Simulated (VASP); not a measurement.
Given:

```
CaS
1.0
    0.00000     2.78756     2.78756
    2.78756     0.00000     2.78756
    2.78756     2.78756     0.00000
Ca S
1 1
Direct
  0.00000   0.00000   0.00000
  0.50000   0.50000   0.50000
```

Calculation: PBE GGA, VASP's PBE PAW potentials (set 64) (plane waves; VASP). Numerical set-up: 480 eV cut-off, 8×8×8 Γ-centred mesh, Gaussian smearing of 0.050 eV, potentials Ca_sv S.

Q: Predict the energy per atom (σ→0), pressure, band gap (on the k-mesh) with the smallest direct gap where there is one.

A: 
```json
{
  "band gap (on the k-mesh)": "2.20 eV",
  "smallest direct gap (on the k-mesh)": "3.05 eV",
  "energy per atom (σ→0)": "-5.157 eV/atom",
  "pressure": "5.00 GPa"
}
```

The compound is CaS in the rock salt structure. It was relaxed first under an external pressure of 5 GPa.
